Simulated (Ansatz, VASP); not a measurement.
# Cross-check of Ge (Germanium) between VASP and Ansatz

Wanted: the spread between two codes on one cell, functional and k mesh. The cell is taken from a series of runs on this material, whose earlier steps may have relaxed, scaled, displaced or heated it; both programs get it as it stands.

Main program and level: Ansatz 0.2.0; plane waves, with VASP 6.6.1 beside it; zone-centre phonons at LDA.

### 1. Starting point

Symmetry: R-3m, No. 166, trigonal system. Conventional cell: a = 3.856 Å, b = 3.856 Å, c = 9.858 Å, α = 90.00°, β = 90.00°, γ = 120.00°. Ge has 4 Ge at 2.39 to 2.43 Å nearest.

### 2. VASP: zone-centre phonons, LDA

Second derivatives magnify differences that forces hide, and they need a tight electronic threshold.

Lines of VASP's logs that name or quote its potential files are left out, and so is its time.

INCAR

```
SYSTEM = Ge
PREC = Accurate
ENCUT = 500
EDIFF = 1E-08
NELM = 120
ISMEAR = 1
SIGMA = 0.2
LREAL = .FALSE.
ALGO = Normal
GGA = CA
NBANDS = 20
LORBIT = 11
LWAVE = .FALSE.
LCHARG = .FALSE.
ISIF = 2
IBRION = 8
LASPH = .TRUE.
GGA_COMPAT = .FALSE.
KPAR = 2
```

POSCAR

```
Ge
1.0
    0.0795915780      2.8059815809      2.8059815809
    2.8059815809      0.0795915780      2.8059815809
    2.8059815809      2.8059815809      0.0795915780
Ge
2
Direct
    0.5019894102      0.5019894102      0.5019894102
    0.7480105898      0.7480105898      0.7480105898
```

KPOINTS

```
Automatic mesh
0
Gamma
16 16 16
0 0 0
```

Potentials, in the order of the species: Ge_d (LDA family, release 64).

Command:

```sh
mpirun -np 2 vasp_std
```

Numbers of over 12 decimals in the logs are rounded to 6 here.

Log:

```text
[banner, memory and clock lines left out]
running    2 mpi-ranks, on    1 nodes
 distrk:  each k-point on    1 cores,    2 groups
 distr:  one band on    1 cores,    1 groups

 POSCAR found type information on POSCAR Ge
 POSCAR found :  1 types and       2 ions
 LDA part: xc-table for (Slater(with rela. corr.)+CA(PZ))
 , standard interpolation
 POSCAR, INCAR and KPOINTS ok, starting setup
 FFT: planning ... GRIDC
 FFT: planning ... GRID_SOFT
 FFT: planning ... GRID
 WAVECAR not read
 entering main loop
       N       E                     dE             d eps       ncg     rms          rms(c)
DAV:   1     0.181502881226E+03    0.18150E+03   -0.14660E+04 17980   0.377E+03
DAV:   2     0.144029199047E+02   -0.16710E+03   -0.16248E+03 16724   0.583E+02
DAV:   3    -0.978403772153E+01   -0.24187E+02   -0.24021E+02 18684   0.142E+02
DAV:   4    -0.105381030100E+02   -0.75407E+00   -0.75352E+00 18928   0.296E+01
DAV:   5    -0.105499742056E+02   -0.11871E-01   -0.11871E-01 18644   0.401E+00    0.360E+00
DAV:   6    -0.104094554108E+02    0.14052E+00   -0.47221E-02 18548   0.168E+00    0.206E+00
DAV:   7    -0.103410981076E+02    0.68357E-01   -0.92851E-02 19380   0.220E+00    0.152E-01
DAV:   8    -0.103418039630E+02   -0.70586E-03   -0.69246E-03 18740   0.854E-01    0.516E-02
DAV:   9    -0.103418110892E+02   -0.71262E-05   -0.17015E-04 19616   0.148E-01    0.239E-02
DAV:  10    -0.103418103396E+02    0.74969E-06   -0.15826E-05 23060   0.461E-02    0.445E-03
DAV:  11    -0.103418101220E+02    0.21753E-06   -0.21226E-06 18544   0.124E-02    0.146E-03
DAV:  12    -0.103418100837E+02    0.38296E-07   -0.13323E-07 22680   0.401E-03    0.515E-04
DAV:  13    -0.103418100835E+02    0.26193E-09   -0.99321E-09 11732   0.148E-03
   1 F= -.10341810E+02 E0= -.10341898E+02  d E =0.263652E-03
 Linear response reoptimize wavefunctions to high precision
DAV:   1    -0.103418100836E+02   -0.14188E-09   -0.32629E-09 14720   0.640E-04
DAV:   2    -0.103418100837E+02   -0.55479E-10   -0.39877E-10  9996   0.235E-04
 Linear response DOF=           1
 Linear response progress:
  Degree of freedom:   1/  1
       N       E                     dE             d eps       ncg     rms          rms(c)
RMM:   1    -0.187755927247E+00   -0.18776E+00    0.88246E+00 52801   0.456E+01
RMM:   2    -0.195393284821E+00   -0.76374E-02   -0.14739E-02 71043   0.119E+00    0.808E-02
RMM:   3    -0.195500899059E+00   -0.10761E-03   -0.10373E-03 76029   0.330E-01    0.465E-02
RMM:   4    -0.195487485257E+00    0.13414E-04   -0.65576E-05 80535   0.826E-02    0.487E-03
RMM:   5    -0.195494777005E+00   -0.72917E-05   -0.69807E-06 77201   0.187E-02    0.251E-03
RMM:   6    -0.195503708167E+00   -0.89312E-05   -0.29374E-07 78963   0.513E-03    0.407E-04
RMM:   7    -0.195503585823E+00    0.12234E-06   -0.13808E-07 80715   0.151E-03    0.182E-04
RMM:   8    -0.195503061032E+00    0.52479E-06   -0.24911E-08 80862   0.534E-04    0.377E-05
RMM:   9    -0.195502850163E+00    0.21087E-06   -0.19209E-08 74194   0.245E-04    0.129E-05
RMM:  10    -0.195502900099E+00   -0.49936E-07   -0.97449E-09 81304   0.117E-04    0.596E-06
RMM:  11    -0.195502918199E+00   -0.18099E-07   -0.13209E-08 84634   0.623E-05    0.269E-06
RMM:  12    -0.195502941468E+00   -0.23269E-07   -0.89983E-09 98426   0.409E-05    0.604E-07
RMM:  13    -0.195502943652E+00   -0.21843E-08   -0.84889E-09110897   0.313E-05    0.267E-07
 first order change of Fermi-energy   0.65138E+00
 force on displaced ion       1 direction 1 : -12.523   0.180   0.180
 Linear response finished
```

OUTCAR, selected parts (step 2):

```text
ion  position               nearest neighbor table
   1  0.502  0.502  0.502-   2 2.39   2 2.39   2 2.39   2 2.43
   2  0.748  0.748  0.748-   1 2.39   1 2.39   1 2.39   1 2.43

  LATTYP: Found a trigonal (rhomboedric) cell.
 ALAT       =     3.9690553138
 COS(alpha) =     0.5281524999

 Subroutine GETGRP returns: Found 12 space group operations
 (whereof  6 operations were pure point group operations)

The static configuration has the point symmetry C_3v.
 The point group associated with its full space group is D_3d.

 Found    417 irreducible k-points:

   k-points           NKPTS =    417   k-points in BZ     NKDIM =    417   number of bands    NBANDS=     20

   dimension x,y,z NGX =    30 NGY =   30 NGZ =   30
   dimension x,y,z NGXF=    60 NGYF=   60 NGZF=   60

   ENCUT  =  500.0 eV  36.75 Ry    6.06 a.u.   7.24  7.24  7.24*2*pi/ulx,y,z

   NELECT =      28.0000    total number of electrons

 k-points in reciprocal lattice and weights: Automatic mesh
   0.00000000  0.00000000  0.00000000       0.000
   0.06250000  0.00000000  0.00000000       0.001
   0.12500000  0.00000000  0.00000000       0.001
   0.18750000  0.00000000  0.00000000       0.001
   0.25000000  0.00000000  0.00000000       0.001
   0.31250000  0.00000000  0.00000000       0.001
   0.37500000  0.00000000  0.00000000       0.001
   0.43750000  0.00000000  0.00000000       0.001
   0.50000000  0.00000000  0.00000000       0.001
[...]
-0.43750000  0.50000000  0.43750000       0.001
   0.50000000  0.50000000  0.50000000       0.000

 average (electrostatic) potential at core
       1 -74.7999       2 -74.7999

  Total        1.0879139      1.0879139      1.0879139     -0.5290599     -0.5290599     -0.5290599
  in kB       41.2000979     41.2000979     41.2000979    -20.0358855    -20.0358855    -20.0358855
  external PRESSURE =      41.2000979 kB  Pullay stress =       0.0000000 kB

  energy-cutoff  :      500.00
  volume of cell :       42.31
      direct lattice vectors                 reciprocal lattice vectors
     0.079591578  2.805981581  2.805981581    -0.185957283  0.180828100  0.180828100
     2.805981581  0.079591578  2.805981581     0.180828100 -0.185957283  0.180828100
     2.805981581  2.805981581  0.079591578     0.180828100  0.180828100 -0.185957283

 POSITION                                       TOTAL-FORCE (eV/Angst)
 -----------------------------------------------------------------------------------
      2.85710      2.85710      2.85710         0.001680      0.001680      0.001680
      4.25734      4.25734      4.25734        -0.001680     -0.001680     -0.001680
 -----------------------------------------------------------------------------------
    total drift:                                0.000000     -0.000000     -0.000000

 Eigenvectors and eigenvalues of the dynamical matrix
 ----------------------------------------------------

   1 f  =    9.247281 THz    58.102379 2PiTHz  308.456088 cm-1    38.243664 meV
             X         Y         Z           dx          dy          dz
      2.857100  2.857100  2.857100    -0.510541    0.021795    0.488746
      4.257343  4.257343  4.257343     0.510541   -0.021795   -0.488746

   2 f  =    9.247281 THz    58.102379 2PiTHz  308.456088 cm-1    38.243664 meV
             X         Y         Z           dx          dy          dz
      2.857100  2.857100  2.857100    -0.269594    0.576939   -0.307344
      4.257343  4.257343  4.257343     0.269594   -0.576939    0.307344

   3 f  =    9.048926 THz    56.856078 2PiTHz  301.839674 cm-1    37.423333 meV
             X         Y         Z           dx          dy          dz
      2.857100  2.857100  2.857100    -0.408248   -0.408248   -0.408248
      4.257343  4.257343  4.257343     0.408248    0.408248    0.408248

   4 f  =    0.000000 THz     0.000001 2PiTHz    0.000004 cm-1     0.000001 meV
             X         Y         Z           dx          dy          dz
      2.857100  2.857100  2.857100     0.046554   -0.677460    0.197183
      4.257343  4.257343  4.257343     0.046554   -0.677460    0.197183

   5 f/i=    0.000000 THz     0.000000 2PiTHz    0.000002 cm-1     0.000000 meV
             X         Y         Z           dx          dy          dz
      2.857100  2.857100  2.857100     0.705511    0.042075   -0.022009
      4.257343  4.257343  4.257343     0.705511    0.042075   -0.022009

   6 f/i=    0.000000 THz     0.000001 2PiTHz    0.000007 cm-1     0.000001 meV
             X         Y         Z           dx          dy          dz
      2.857100  2.857100  2.857100     0.009353    0.198187    0.678701
      4.257343  4.257343  4.257343     0.009353    0.198187    0.678701

 ELASTIC MODULI CONTR FROM IONIC RELAXATION (kBar)
 Direction    XX          YY          ZZ          XY          YZ          ZX
 --------------------------------------------------------------------------------
 XX          -3.8481     -3.0914     -3.0914     10.4863     27.6721     11.5960
 YY          -3.0914     -3.8481     -3.0914     11.5960     10.4863     27.6721
 ZZ          -3.0914     -3.0914     -3.8481     27.6721     11.5960     10.4863
 XY          10.4863     11.5960     27.6721   -326.7437     39.9789     39.9789
 YZ          27.6721     10.4863     11.5960     39.9789   -326.7437     39.9789
 ZX          11.5960     27.6721     10.4863     39.9789     39.9789   -326.7437
 --------------------------------------------------------------------------------
```

### 3. Ansatz: zone-centre phonons, LDA

Ansatz runs on its PAW soft_1 files.

The same cell, functional (in two slightly different forms), mesh and smearing now go to Ansatz, which takes its cutoff from its data sets.

input.yaml

```yaml
crystal:
  lattice:
    - [0.079591578, 2.8059815809, 2.8059815809]
    - [2.8059815809, 0.079591578, 2.8059815809]
    - [2.8059815809, 2.8059815809, 0.079591578]
  atoms:
    - { symbol: Ge, position: [0.5019894102, 0.5019894102, 0.5019894102] }
    - { symbol: Ge, position: [0.7480105898, 0.7480105898, 0.7480105898] }
kpoints:
  mp_grid: { grid: [16, 16, 16] }
hamiltonian:
  xc: lda
  pseudopotentials: { kind: paw, azcp: { folder: soft_1 }, xc_functional: pbe }
scf:
  occupations: { method: methfessel_paxton, width: 0.2 }
output:
  eigenvalues: true
phonons:
  method: dfpt
```

Command:

```sh
ansatz run input.yaml --threads 4 --pin off --max-ram 10240MiB --backend cpu --events-out ev --progress --plain --runs-dir out
```

Log:

```text
Engine: ansatz 0.2.0, aarch64-unknown-linux-gnu
Pseudopotentials: kind: paw
Pseudopotential: Ge, paw, valence charge 14, recommended cutoff 420 eV (normal), soft_1/Ge.paw.azcp
Functional definition: SPW92
  exchange = slater_x
  correlation = pw_c
Crystal: 2 atoms, lattice volume = 42.306 Å³
Basis set: ecut = 420 eV, 863 PW (Γ), exchange–correlation on 64×64×64 points (8 copies of the dense FFT grid, shifted against one another)
Bands: 18, of which v1, the nominal top of the filled ones, is band 14 counted from 1 (13 counted from 0)
Symmetry: 12 space group operations
k-points: 1098 of 4096 (irreducible under 2 space group operations, time reversal used)
Non-local potential: Ge, projectors of the file, l = 0: 2, l = 1: 2, l = 2: 3, l = 3: 1
PAW form: soft (Blöchl's): semilocal exchange-correlation on the pseudo side does not see the compensation charge
PAW frozen core: Ge, regenerated for the run's functional, and the local potential with it (the file was generated under x = pbe(κ = 0.804, μ = 0.219515), c = pbe(β = 0.066725))
PAW one-centre angular grid: Ge, 590 points (default); XC on 64 Gauss nodes
Initial density: superposition of atomic densities (chi_scale 0.1, normalization cell)
Initial wavefunctions: pseudopotential atomic-orbital guess
Functional: x = slater, c = lda
SCF iter   1: F=—  HF=-8431.561570 eV  |F-HF|=—  |Δ(HF+E_count)|=         —  Δρ=3.80e-2  dr2=5.60e-1  ethr=3.10e-3  ⟨swp⟩=5.1  Hψ=91817  notcnv=0
preconditioner: auto → none  [insulator: Δε(μ)=0.129 eV  Ē_g=23.708 eV  σ=0.200 eV  W_gap=0.50  n_scr=14 (ndim 8)  ℏωp=30.2 eV  f_vac=0.000  D(μ)=0.02/eV (n_scr^D=0)  ε∞_Penn≈2.6]
SCF iter   2: F=—  HF=-8431.423087 eV  |F-HF|=—  |Δ(HF+E_count)|=   1.38e-1  S|Δr|=    0.00e0  Δρ=1.70e-2  dr2=8.69e-2  ethr=2.00e-3  ⟨swp⟩=2.0  Hψ=31697  notcnv=0
SCF iter   3: F=—  HF=-8431.407776 eV  |F-HF|=—  |Δ(HF+E_count)|=   1.53e-2  S|Δr|=    0.00e0  Δρ=2.79e-3  dr2=9.06e-4  ethr=3.10e-4  ⟨swp⟩=2.1  Hψ=24658  notcnv=0
SCF iter   4: F=—  HF=-8431.407734 eV  |F-HF|=—  |Δ(HF+E_count)|=   4.23e-5  S|Δr|=    0.00e0  Δρ=4.73e-4  dr2=7.40e-5  ethr=3.24e-6  ⟨swp⟩=2.0  Hψ=35054  notcnv=0
SCF iter   5: F=—  HF=-8431.407590 eV  |F-HF|=—  |Δ(HF+E_count)|=   1.44e-4  S|Δr|=    0.00e0  Δρ=9.36e-5  dr2=2.25e-6  ethr=2.64e-7  ⟨swp⟩=2.0  Hψ=35151  notcnv=0
SCF iter   6: F=—  HF=-8431.407590 eV  |F-HF|=—  |Δ(HF+E_count)|=   2.31e-7  S|Δr|=    0.00e0  Δρ=2.17e-5  dr2=1.55e-7  ethr=8.05e-9  ⟨swp⟩=2.1  Hψ=33901  notcnv=0
SCF iter   7: F=—  HF=-8431.407590 eV  |F-HF|=—  |Δ(HF+E_count)|=   7.09e-8  S|Δr|=    0.00e0  Δρ=3.86e-6  dr2=2.96e-9  ethr=5.55e-10  ⟨swp⟩=2.4  Hψ=34614  notcnv=0
SCF iter   8: F=—  HF=-8431.407590 eV  |F-HF|=—  |Δ(HF+E_count)|=   2.55e-9  S|Δr|=    0.00e0  Δρ=2.72e-7  dr2=1.11e-11  ethr=1.06e-11  ⟨swp⟩=2.0  Hψ=33329  notcnv=0
SCF iter   9: F=-8431.407590 eV  HF=-8431.407590 eV  |F-HF|=1.82e-12  |Δ(HF+E_count)|=  1.82e-12  S|Δr|=    0.00e0  Δρ=3.75e-8  dr2=2.98e-13  ethr=1.00e-12  ⟨swp⟩=5.1  Hψ=77688  notcnv=0
SCF 1 converged in 9 iterations: F = -8431.407590 eV  dr2 = 2.98e-13
  greatest PAW one-centre occupation: 0.998 electrons in one spin orbital (limit 2), on the Ge atom at site 1 (counted from 0), in its partial waves of l = 2
DFPT response loops at Γ: preconditioner auto → Kerker (q_TF=auto, 2.547 Å⁻¹) (partly filled bands, converged f_vac=0.044); β = 1.00, the filter's whole step (`scf.mixing.beta` (0.50) is not read by the response loops under this deck's `scf.mixing.preconditioner`; to damp them name `kerker` or `kerker_dos`, under which they read `scf.mixing.beta`, and type it under 1.00, their step now; both keys bind the ground state too); Broyden in place of MSR1
SCF converged after 9 iterations
Stability not checked: this state was not tested for a lower state beside it, because cold or Methfessel-Paxton smearing, or corrected tetrahedra, fill the levels in a way that the test cannot read (fill_not_monotonic; see scf.lower_state_search)
Free energy (F): -8431.407590 eV
Harris-Foulkes:  -8431.407590 eV  (|F-HF|=1.82e-12)
Internal energy: -8431.407835 eV  (E = F + TS)
E sigma→0 (E₀):  -8431.407651 eV
Entropy (-TS):   0.000246 eV (0.123 meV/atom)
Fermi energy:    9.279847 eV
Step filling:    the computed levels leave a gap of 0.0000 eV = 0.0 smearing widths at the electron count; against every level under it full and every level over it empty, smearing changes F+E_penalty+E_count by +1.04e-3 meV and its σ→0 estimate by -0.060 meV
--- Per-component energies (eV) ---
  E_band       = -288.869299
  E_kinetic    = 188.608495
  E_local      = -4412.273875  (includes V_loc(G=0)·N_el)
  E_nonlocal   = 442.736555
  E_hartree    = 2108.115478
  E_xc         = -143.899852
  E_vxc        = -132.645273  (∫ρ·V_xc dr)
  E_paw        = -3869.556143  (= ΣΔE_a)
  E_vpaw       = -591.526229  (= ΣTr[D̂ρ^β])
  E_aug_tail   = 0.000027  (compensation charges beyond the density's cutoff)
  E_ewald      = -2748.955172
  E_core_change = 3.816653  (= ΣΔE_core)
  E_smearing   = 0.000246  (= −TS)
  E_closure    = -0.000000  (closes the sum)
  Σ components = -8431.407590   (vs F -8431.407590, Δ=0.00e0)
--- Band table (eV; the first three rows and the last of 1098) ---
  k-point 0: bands = [... 10 lower, -4.1902, 8.8479, 9.3119, 9.3119, 9.4651, 11.5750, 11.8651, 11.8651]
  k-point 1: bands = [... 10 lower, -4.1382, 8.1792, 8.8216, 9.1934, 10.0722, 11.7642, 12.0118, 12.1014]
  k-point 2: bands = [... 10 lower, -3.9827, 6.9094, 8.5455, 8.9130, 10.2047, 12.0061, 12.3538, 12.9753]
  k-point 1097: bands = [... 10 lower, -2.1404, 1.1090, 7.8999, 7.8999, 9.9045, 13.1205, 13.1205, 16.4427]
--- Phonons (Γ-DFPT): 1 representative perturbation + reference, on 1098 of 4096 k-points (Σ response iterations 3) ---
  k mesh reduced under 2 symmetry operations, with k and −k counted as one. Each operation leaves every solved perturbation unchanged. A smaller set is not used because it would not reduce the number of displacements times k-points to solve
  ASR residual: 2.536e-6 → 0.000e0 eV/Å²; symmetrization residual: 1.871e-12 eV/Å²
  ASR residual per site (eV/Å²): 2.54e-6 2.54e-6
  Γ frequencies (cm⁻¹): 0.00 0.00 0.00 300.62 307.41 307.41
  non-analytic LO–TO correction: not included (Born effective charges unavailable; polar crystals: no LO–TO splitting at Γ)
```

### 4. Differences

Known differences besides the potentials themselves: the two LDA forms differ slightly; the cutoff is 420 eV in Ansatz and 500 eV in VASP; VASP's log shows a relativistic correction to its local exchange, Ansatz's none. Total energies have different zeros and are not compared.

Compared:

| quantity | Ansatz | VASP | difference |
| --- | --- | --- | --- |
| optical mode 1 (cm⁻¹) | 300.6 | 301.8 | -0.40 % |
| optical mode 2 to 3 (cm⁻¹) | 307.4 | 308.5 | -0.34 % |

Modes are paired by rising frequency, not by their patterns, so a pair may set unlike modes beside each other; they are those without the splitting of longitudinal modes.

### 5. Results

- r.m.s. difference of the optical zone-centre modes, each program's sorted by frequency (zone-centre phonons, LDA): 1.1 cm⁻¹

**Reading.** The r.m.s. difference of the optical zone-centre modes, each program's sorted by frequency is 1.1 cm⁻¹ (zone-centre phonons, LDA). How closely two codes agree says nothing of how well the functional describes the real material.

[Lines on the potential files, build, host, timing and source positions are cut from VASP's logs without a mark.]

[Logs are printed without paths, hosts, clocks, repeated set-up lines and the standing remarks that a program may print on its own settings, such as how far it seeks lower states.]

[Hosts, paths, dates, database ids (printed as entryN), source tags and the programs' standing remarks are cut or masked in the printed files.]
